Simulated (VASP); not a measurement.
Wanted: the native input for a VASP 6.6.1 run.

```yaml
Task: density of states
Functional: r2SCAN
Potentials_or_basis: VASP PAW PBE potentials, release 64 (Al)
Cutoff: 520 eV
k_mesh: 18 × 18 × 18
Occupations: tetrahedron
Spin: no spin polarisation
Further_INCAR_settings: ALGO = Normal; EDIFF = 1e-07; NBANDS = 8
```

The structure of Al lies in POSCAR:

```
Al                                      
1.0
    0.0000000000      1.9935110885      1.9935110885
    1.9935110885      0.0000000000      1.9935110885
    1.9935110885      1.9935110885      0.0000000000
  Al            
     1
Direct
     0.0000000000000000    0.0000000000000000    0.0000000000000000
```

These files were run (other wordings do the same):

INCAR

```
  ALGO = Normal
  EDIFF = 1E-7
  ENCUT = 520
  ISIF = 2
  ISMEAR = -5
  LASPH = T
  LCHARG = F
  LMIXTAU = T
  LORBIT = 10
  LREAL = F
  LWAVE = F
  METAGGA = R2SCAN
  NBANDS = 8
  NEDOS = 2001
  NELM = 100
  PREC = Accurate
  SIGMA = 0.1
```

KPOINTS

```
k-points
0
Gamma
  18 18 18
```

Potentials or basis: VASP PAW PBE potentials, release 64 (Al).

The run is started by

```sh
$ cat potpaw_PBE.64/Al/POTCAR > POTCAR
$ mpirun -np 1 vasp_std > vasp.out
```

It gave:

| Quantity | Value |
| --- | --- |
| Pressure | -0.2 GPa |
| Band gap on the k mesh | none (metal or under the smearing width) |
| Valence electrons inside the program's atomic spheres | Al 0.79 |

Caveat: the PAW data sets were made with another functional, which shifts forces and pressure a little; tetrahedron occupations give inexact forces and stress in metals.

Wall time 110 s on 1 thread of AMD EPYC 9R45 96-Core Processor (Zen 5), on a shared host, peak memory 0.12 GiB.
